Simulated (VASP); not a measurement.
Level of theory: HSE06 screened hybrid, VASP's PBE PAW potentials (set 64) (plane waves; VASP 6.6.1).

A VASP calculation is set up with these files.

POSCAR:
```
SbSi62
10.9370750
  0.9999999726   0.0000000000   0.0000000000
  0.0000000000   0.9999999726   0.0000000000
  0.0000000000   0.0000000000   0.9999999726
Si Sb
62 1
Cart
  0.5016156006   0.9984345858   0.9983495788
  0.6226912646   0.1259082422   0.1257219998
  0.7487722246   0.2510949373   0.0019786224
  0.8736465275   0.3771400584   0.1260864611
  0.7488101176   0.0021406990   0.2509151427
  0.8736315026   0.1262173278   0.3770599000
  0.9998886603   0.9998599573   0.9997118056
  0.1231141662   0.1260104645   0.1259671598
  0.2500667763   0.2501696709   0.0015252716
  0.3751967144   0.3764539257   0.1266907992
  0.4998184980   0.5000039850   0.0006922826
  0.6233065630   0.6247293649   0.1265948020
  0.7496491225   0.7497867050   0.0014285638
  0.8737901002   0.8766221380   0.1260959699
  0.2500628750   0.0015103689   0.2500627851
  0.3750343799   0.1268418451   0.3763733126
  0.4983552149   0.2495981363   0.2494737603
  0.7499055627   0.5016559979   0.2498172689
  0.8731506222   0.6247887157   0.3764144875
  0.4998525676   0.0009262488   0.4999213548
  0.6232909910   0.1267398939   0.6247279143
  0.7499079046   0.2499736967   0.5015724850
  0.8732060257   0.3763945542   0.6247317710
  0.7496453880   0.0014826279   0.7496922545
  0.8737244393   0.1261055907   0.8765720752
  0.0011425146   0.4980639190   0.9985686791
  0.1224095035   0.6249688460   0.1242940601
  0.2494337304   0.7504357534   0.0005162222
  0.3747794297   0.8774190099   0.1244966046
  0.9977248214   0.2510609701   0.2509660811
  0.1235990348   0.3754941998   0.3752879153
  0.2477640399   0.5007213942   0.2495005456
  0.3720867347   0.6277422362   0.3698210029
  0.4991341509   0.7520896282   0.2495058015
  0.6243687888   0.8762983675   0.3752590899
  0.0011494295   0.9986617155   0.4979142597
  0.1223617498   0.1244996713   0.6248302505
  0.2477465104   0.2497352981   0.5006357030
  0.3721443248   0.3701190974   0.6276275026
  0.6299140607   0.6273322448   0.6271758457
  0.7502607202   0.7522372680   0.5005157914
  0.8752942231   0.8775547638   0.6249221991
  0.2493957560   0.0007702015   0.7503039895
  0.3747331808   0.1245399901   0.8773816330
  0.4990890186   0.2496432482   0.7520701607
  0.6244386222   0.3754508929   0.8761415159
  0.7503392294   0.5006848036   0.7520097732
  0.8753765764   0.6250970116   0.8774011576
  0.9984695901   0.7496734163   0.2500017661
  0.1259652542   0.8739180143   0.3742082022
  0.9990274654   0.4999687373   0.4999737556
  0.1237986406   0.6252594244   0.6249951173
  0.2506306415   0.7493862731   0.5008149505
  0.3747646908   0.8760751524   0.6250468268
  0.9983899682   0.2500088669   0.7497131684
  0.1259434879   0.3742871126   0.8738445416
  0.2504351981   0.5010180456   0.7492201986
  0.3747425728   0.6251244602   0.8758444163
  0.4989339035   0.7491085509   0.7489321510
  0.6254331476   0.8736980214   0.8736191545
  0.9990881909   0.7504969647   0.7503197442
  0.1247141204   0.8751461234   0.8749837462
  0.5297632521   0.4696817278   0.4695528083
```

File KPOINTS:
```
Automatic mesh
0
Gamma
1 1 1
0 0 0
```

**INCAR**
```
SYSTEM = SbSi62
PREC = Normal
ENCUT = 400
EDIFF = 1E-5
NELM = 50
ALGO = Normal
LREAL = Auto
LASPH = .TRUE.
ISMEAR = 0
SIGMA = 0.05
GGA = PE
LMAXMIX = 4
LWAVE = .FALSE.
LCHARG = .FALSE.
NELMIN = 4
ISYM = 0
NELECT = 254.0
HFSCREEN = 0.2
AEXX = 0.25
LHFCALC = .TRUE.
PRECFOCK = Fast
ISIF = 0
```

POTCAR, in this order: Si Sb (PBE.64 set). Program: vasp_gam. Read from the step before: WAVECAR.

What VASP printed:

### OUTCAR
```
 ion  position               nearest neighbor table
   1  0.502  0.998  0.998-  60 2.36  44 2.36  29 2.36   2 2.37
   2  0.623  0.126  0.126-  17 2.35   3 2.37   5 2.37   1 2.37
   3  0.749  0.251  0.002-  46 2.36   2 2.37   4 2.37  25 2.37
   4  0.874  0.377  0.126-  18 2.35   3 2.37  30 2.37  26 2.37
   5  0.749  0.002  0.251-  35 2.37   6 2.37   2 2.37  14 2.37
   6  0.874  0.126  0.377-  22 2.35  30 2.37   5 2.37  36 2.37
   7  1.000  1.000  1.000-  62 2.36  25 2.37   8 2.37  14 2.37
   8  0.123  0.126  0.126-  30 2.37  15 2.37   9 2.37   7 2.37
   9  0.250  0.250  0.002-  44 2.36   8 2.37  56 2.37  10 2.38
  10  0.375  0.376  0.127-  17 2.35  11 2.36  32 2.37   9 2.38
  11  0.500  0.500  0.001-  46 2.36  12 2.36  10 2.36  58 2.37
  12  0.623  0.625  0.127-  18 2.35  11 2.36  34 2.36  13 2.38
  13  0.750  0.750  0.001-  48 2.36  14 2.37  60 2.37  12 2.38
  14  0.874  0.877  0.126-   5 2.37  49 2.37  13 2.37   7 2.37
  15  0.250  0.002  0.250-  29 2.36   8 2.37  50 2.37  16 2.38
  16  0.375  0.127  0.376-  17 2.36  20 2.36  38 2.36  15 2.38
  17  0.498  0.250  0.249-   2 2.35  10 2.35  16 2.36  63 3.42
  18  0.750  0.502  0.250-   4 2.35  12 2.35  19 2.36  63 3.42
  19  0.873  0.625  0.376-  18 2.36  51 2.36  41 2.36  49 2.38
  20  0.500  0.001  0.500-  35 2.36  21 2.36  16 2.36  54 2.37
  21  0.623  0.127  0.625-  22 2.36  20 2.36  45 2.36  24 2.38
  22  0.750  0.250  0.502-   6 2.35  23 2.35  21 2.36  63 3.42
  23  0.873  0.376  0.625-  22 2.35  51 2.36  47 2.36  55 2.38
  24  0.750  0.001  0.750-  42 2.36  25 2.37  60 2.37  21 2.38
...
```

**OSZICAR**
```
       N       E                     dE             d eps       ncg     rms          rms(c)
DAV:   1    -0.379624982581E+03   -0.37962E+03   -0.13790E+01   320   0.842E+00    0.238E+01
DAV:   2    -0.379746616735E+03   -0.12163E+00   -0.37495E-01   360   0.139E+00    0.165E+01
DAV:   3    -0.379731191040E+03    0.15426E-01   -0.36602E-02   360   0.371E-01    0.101E+01
DAV:   4    -0.379725545561E+03    0.56455E-02   -0.98064E-03   352   0.182E-01    0.601E+00
DAV:   5    -0.379723085454E+03    0.24601E-02   -0.32181E-03   352   0.105E-01    0.356E+00
DAV:   6    -0.379722294230E+03    0.79122E-03   -0.20880E-03   360   0.733E-02    0.208E+00
DAV:   7    -0.379722169653E+03    0.12458E-03   -0.10946E-03   344   0.354E-02    0.121E+00
DAV:   8    -0.379722285014E+03   -0.11536E-03   -0.19572E-03   336   0.375E-02    0.718E-01
DAV:   9    -0.379722443546E+03   -0.15853E-03   -0.32423E-03   328   0.744E-02    0.440E-01
DAV:  10    -0.379722495470E+03   -0.51925E-04   -0.38693E-03   344   0.106E-01    0.289E-01
DAV:  11    -0.379722674146E+03   -0.17868E-03   -0.48974E-03   336   0.116E-01    0.208E-01
DAV:  12    -0.379723645528E+03   -0.97138E-03   -0.81249E-03   352   0.107E-01    0.201E-01
DAV:  13    -0.379725299837E+03   -0.16543E-02   -0.13135E-02   344   0.127E-01    0.262E-01
DAV:  14    -0.379725302774E+03   -0.29373E-05   -0.13897E-02   352   0.187E-01    0.264E-01
DAV:  15    -0.379723971886E+03    0.13309E-02   -0.12932E-02   336   0.195E-01    0.149E-01
DAV:  16    -0.379727659644E+03   -0.36878E-02   -0.26995E-02   344   0.102E-01    0.293E-01
DAV:  17    -0.379731548235E+03   -0.38886E-02   -0.44705E-02   344   0.209E-01    0.490E-01
DAV:  18    -0.379721983107E+03    0.95651E-02   -0.40221E-02   344   0.385E-01    0.367E-01
DAV:  19    -0.379721275111E+03    0.70800E-03   -0.60930E-02   352   0.315E-01    0.263E-01
DAV:  20    -0.379741121170E+03   -0.19846E-01   -0.13460E-01   336   0.210E-01    0.756E-01
DAV:  21    -0.379727737389E+03    0.13384E-01   -0.13065E-01   352   0.586E-01    0.779E-01
DAV:  22    -0.379702337207E+03    0.25400E-01   -0.13325E-01   336   0.652E-01    0.316E-01
DAV:  23    -0.379742406488E+03   -0.40069E-01   -0.26849E-01   352   0.303E-01    0.947E-01
DAV:  24    -0.379759866348E+03   -0.17460E-01   -0.31732E-01   344   0.712E-01    0.128E+00
DAV:  25    -0.379680631918E+03    0.79234E-01   -0.30705E-01   336   0.105E+00    0.728E-01
DAV:  26    -0.379718383370E+03   -0.37751E-01   -0.29976E-01   344   0.675E-01    0.877E-01
DAV:  27    -0.379797439743E+03   -0.79056E-01   -0.58996E-01   336   0.670E-01    0.176E+00
DAV:  28    -0.379684987048E+03    0.11245E+00   -0.52527E-01   344   0.141E+00    0.116E+00
DAV:  29    -0.379692855722E+03   -0.78687E-02   -0.53501E-01   344   0.106E+00    0.709E-01
DAV:  30    -0.379788649103E+03   -0.95793E-01   -0.59974E-01   336   0.573E-01    0.171E+00
DAV:  31    -0.379729636751E+03    0.59012E-01   -0.43388E-01   352   0.135E+00    0.152E+00
DAV:  32    -0.379665952756E+03    0.63684E-01   -0.75325E-01   336   0.132E+00    0.684E-01
DAV:  33    -0.379761535498E+03   -0.95583E-01   -0.30425E-01   344   0.611E-01    0.110E+00
DAV:  34    -0.379745015751E+03    0.16520E-01   -0.40610E-01   360   0.867E-01    0.144E+00
DAV:  35    -0.379689124407E+03    0.55891E-01   -0.49397E-01   336   0.121E+00    0.974E-01
DAV:  36    -0.379713679010E+03   -0.24555E-01   -0.44283E-01   344   0.859E-01    0.593E-01
DAV:  37    -0.379746884650E+03   -0.33206E-01   -0.13021E-01   336   0.453E-01    0.867E-01
DAV:  38    -0.379712172194E+03    0.34712E-01   -0.17523E-01   352   0.733E-01    0.712E-01
DAV:  39    -0.379709246727E+03    0.29255E-02   -0.20273E-01   336   0.651E-01    0.313E-01
DAV:  40    -0.379731137320E+03   -0.21891E-01   -0.11199E-01   344   0.287E-01    0.602E-01
DAV:  41    -0.379731111209E+03    0.26111E-04   -0.98479E-02   344   0.477E-01    0.804E-01
DAV:  42    -0.379717234376E+03    0.13877E-01   -0.16700E-01   336   0.675E-01    0.655E-01
DAV:  43    -0.379713740707E+03    0.34937E-02   -0.10121E-01   344   0.541E-01    0.401E-01
DAV:  44    -0.379730266850E+03   -0.16526E-01   -0.93039E-02   336   0.325E-01    0.770E-01
DAV:  45    -0.379747321743E+03   -0.17055E-01   -0.25606E-01   344   0.594E-01    0.127E+00
DAV:  46    -0.379696403526E+03    0.50918E-01   -0.30566E-01   344   0.101E+00    0.863E-01
DAV:  47    -0.379704788658E+03   -0.83851E-02   -0.28999E-01   344   0.754E-01    0.574E-01
DAV:  48    -0.379754874921E+03   -0.50086E-01   -0.31091E-01   336   0.464E-01    0.130E+00
DAV:  49    -0.379753673108E+03    0.12018E-02   -0.34817E-01   352   0.103E+00    0.155E+00
DAV:  50    -0.379667640192E+03    0.86033E-01   -0.54960E-01   336   0.128E+00
   1 F= -.37966764E+03 E0= -.37966135E+03  d E =-.125721E-01
```

File OUTCAR:
```
------------------------ aborting loop EDIFF was not reached (unconverged)  ----------------------------
  volume of cell :     1308.29
      direct lattice vectors                 reciprocal lattice vectors
    10.937074700  0.000000000  0.000000000     0.091432127  0.000000000  0.000000000
     0.000000000 10.937074700  0.000000000     0.000000000  0.091432127  0.000000000
     0.000000000  0.000000000 10.937074700     0.000000000  0.000000000  0.091432127
 POSITION                                       TOTAL-FORCE (eV/Angst)
 -----------------------------------------------------------------------------------
      5.48621     10.91995     10.91902        -0.233912      0.036421     -0.005646
      6.81042      1.37707      1.37503         0.215554      0.001214      0.056830
      8.18938      2.74624      0.02164         0.084317     -0.013581     -0.029539
      9.55514      4.12481      1.37902         0.056790      0.132938      0.053212
      8.18979      0.02341      2.74428         0.074985     -0.011210      0.045293
      9.55497      1.38045      4.12393         0.060856     -0.008762      0.268331
     10.93586     10.93554     10.93392        -0.109621      0.033342     -0.002588
      1.34651      1.37819      1.37771         0.028184      0.033781      0.051782
      2.73500      2.73612      0.01668        -0.050489     -0.114968     -0.062771
      4.10355      4.11730      1.38563         0.106879      0.137060      0.106158
      5.46655      5.46858      0.00757        -0.053528      0.094999      0.013803
      6.81715      6.83271      1.38458         0.315041      0.081259     -0.051796
      8.19897      8.20047      0.01562        -0.212874     -0.017516     -0.029268
      9.55671      9.58768      1.37912         0.022968     -0.053377      0.018103
      2.73496      0.01652      2.73496        -0.058229     -0.016113     -0.192265
      4.10178      1.38728      4.11642         0.171942      0.114923      0.221649
      5.45055      2.72987      2.72851        -0.145822     -0.123969     -0.274479
      8.20177      5.48665      2.73227        -0.175958      0.004661     -0.179274
      9.54971      6.83336      4.11687         0.001324     -0.056889     -0.083878
      5.46693      0.01013      5.46768        -0.039386      0.035798      0.079166
      6.81698      1.38616      6.83270         0.478842     -0.154109      0.174365
      8.20180      2.73398      5.48574        -0.286614      0.042310     -0.087520
      9.55032      4.11666      6.83274         0.110654     -0.305469      0.096287
      8.19893      0.01622      8.19944        -0.348553      0.014916     -0.031176
      9.55599      1.37923      9.58713         0.043403     -0.016991     -0.072862
      0.01250      5.44736     10.92142        -0.122108     -0.040037      0.000712
      1.33880      6.83533      1.35941         0.003479     -0.035082      0.026800
      2.72808      8.20757      0.00565        -0.029423     -0.018593     -0.008644
      4.09899      9.59640      1.36163         0.069464     -0.034255      0.028431
     10.91219      2.74587      2.74483        -0.034716      0.018778      0.060131
      1.35181      4.10681      4.10455        -0.012520     -0.023224     -0.056414
      2.70981      5.47643      2.72881        -0.080446      0.078049      0.003012
      4.06954      6.86566      4.04476         0.245700     -0.177924      0.126336
      5.45907      8.22566      2.72886        -0.074098      0.021343      0.016339
      6.82877      9.58414      4.10424        -0.004295     -0.037088     -0.056379
      0.01257     10.92244      5.44573        -0.124333      0.063145     -0.209626
      1.33828      1.36166      6.83382         0.010124     -0.029674      0.019073
      2.70962      2.73137      5.47549        -0.070472     -0.034741      0.036631
      4.07017      4.04802      6.86441         0.199454      0.134195     -0.084977
      6.88942      6.86118      6.85947        -0.108720     -0.054535      0.004188
      8.20566      8.22728      5.47418         0.067616     -0.021797     -0.019824
      9.57316      9.59788      6.83482         0.059875     -0.040865      0.031310
      2.72766      0.00842      8.20613        -0.041162      0.014190     -0.039595
      4.09848      1.36210      9.59599         0.057587      0.017603     -0.065833
      5.45857      2.73037      8.22545        -0.043830     -0.011241     -0.027346
      6.82953      4.10633      9.58243        -0.007733     -0.022946     -0.093045
      8.20652      5.47603      8.22479         0.062896     -0.010799     -0.047860
      9.57406      6.83673      9.59620         0.036715     -0.003306     -0.063376
     10.92034      8.19923      2.73429        -0.058591      0.018296     -0.009353
      1.37769      9.55811      4.09274         0.064580     -0.020159      0.240582
     10.92644      5.46820      5.46825        -0.090697      0.021206      0.022229
      1.35400      6.83851      6.83562         0.021889     -0.012594      0.004093
      2.74117      8.19609      5.47745        -0.070810      0.031113     -0.100546
      4.09883      9.58170      6.83618         0.011790     -0.045238      0.000476
     10.91947      2.73437      8.19967        -0.058245      0.204547     -0.025574
      1.37745      4.09361      9.55730         0.055545      0.002526      0.008554
      2.73903      5.47967      8.19428        -0.054291     -0.050654      0.007323
      4.09859      6.83703      9.57918         0.016040      0.000191     -0.074269
      5.45688      8.19306      8.19113        -0.049591      0.004215     -0.012745
      6.84041      9.55570      9.55484         0.369724     -0.013110      0.021676
     10.92710      8.20824      8.20630        -0.067326      0.006402     -0.028748
      1.36401      9.57154      9.56976         0.057484     -0.014009      0.005838
      5.79406      5.13694      5.13553        -0.263307      0.245406      0.278503
 -----------------------------------------------------------------------------------
    total drift:                               -0.191202      0.026652     -0.075654
  FREE ENERGIE OF THE ION-ELECTRON SYSTEM (eV)
  ---------------------------------------------------
  free  energy   TOTEN  =      -379.6676401921 eV

  energy  without entropy=     -379.6550680848  energy(sigma->0) =     -379.66135414

  exchange ACFDT corr.  =         0.00000000  see jH, gK, PRB 81, 115126
```
(Selected blocks of OUTCAR.)

### stdout
```
...
DAV:  31    -0.379729636751E+03    0.59012E-01   -0.43388E-01   352   0.135E+00    0.152E+00
DAV:  32    -0.379665952756E+03    0.63684E-01   -0.75325E-01   336   0.132E+00    0.684E-01
DAV:  33    -0.379761535498E+03   -0.95583E-01   -0.30425E-01   344   0.611E-01    0.110E+00
DAV:  34    -0.379745015751E+03    0.16520E-01   -0.40610E-01   360   0.867E-01    0.144E+00
DAV:  35    -0.379689124407E+03    0.55891E-01   -0.49397E-01   336   0.121E+00    0.974E-01
DAV:  36    -0.379713679010E+03   -0.24555E-01   -0.44283E-01   344   0.859E-01    0.593E-01
DAV:  37    -0.379746884650E+03   -0.33206E-01   -0.13021E-01   336   0.453E-01    0.867E-01
DAV:  38    -0.379712172194E+03    0.34712E-01   -0.17523E-01   352   0.733E-01    0.712E-01
DAV:  39    -0.379709246727E+03    0.29255E-02   -0.20273E-01   336   0.651E-01    0.313E-01
DAV:  40    -0.379731137320E+03   -0.21891E-01   -0.11199E-01   344   0.287E-01    0.602E-01
DAV:  41    -0.379731111209E+03    0.26111E-04   -0.98479E-02   344   0.477E-01    0.804E-01
DAV:  42    -0.379717234376E+03    0.13877E-01   -0.16700E-01   336   0.675E-01    0.655E-01
DAV:  43    -0.379713740707E+03    0.34937E-02   -0.10121E-01   344   0.541E-01    0.401E-01
DAV:  44    -0.379730266850E+03   -0.16526E-01   -0.93039E-02   336   0.325E-01    0.770E-01
DAV:  45    -0.379747321743E+03   -0.17055E-01   -0.25606E-01   344   0.594E-01    0.127E+00
DAV:  46    -0.379696403526E+03    0.50918E-01   -0.30566E-01   344   0.101E+00    0.863E-01
DAV:  47    -0.379704788658E+03   -0.83851E-02   -0.28999E-01   344   0.754E-01    0.574E-01
DAV:  48    -0.379754874921E+03   -0.50086E-01   -0.31091E-01   336   0.464E-01    0.130E+00
DAV:  49    -0.379753673108E+03    0.12018E-02   -0.34817E-01   352   0.103E+00    0.155E+00
DAV:  50    -0.379667640192E+03    0.86033E-01   -0.54960E-01   336   0.128E+00

 -----------------------------------------------------------------------------
|                                                                             |
|           W    W    AA    RRRRR   N    N  II  N    N   GGGG   !!!           |
|           W    W   A  A   R    R  NN   N  II  NN   N  G    G  !!!           |
|           W    W  A    A  R    R  N N  N  II  N N  N  G       !!!           |
|           W WW W  AAAAAA  RRRRR   N  N N  II  N  N N  G  GGG   !            |
|           WW  WW  A    A  R   R   N   NN  II  N   NN  G    G                |
|           W    W  A    A  R    R  N    N  II  N    N   GGGG   !!!           |
|                                                                             |
|     The electronic self-consistency was not achieved in the given           |
|     number of steps (NELM). The forces and other quantities evaluated       |
|     might not be reliable so examine the results carefully. If you find     |
|     spurious results, we suggest increasing NELM, if you were close to      |
|     convergence or switching to a different ALGO or adjusting the           |
|     density mixing parameters otherwise.                                    |
|                                                                             |
 -----------------------------------------------------------------------------

   1 F= -.37966764E+03 E0= -.37966135E+03  d E =-.125721E-01
```

Convergence was not reached.

The cell is charged, with a uniform compensating background. The supercell is sampled at Γ alone, which is coarse: total energies, pressure and levels can be off, energies of defects by several tenths of an eV.

The cell is a supercell with a defect, built from Si (diamond): Sb_Si-vac_Si, charge -1. The cell's shape comes from a PBE relaxation. The run is not spin-polarised, so no state with unpaired spins was tried.
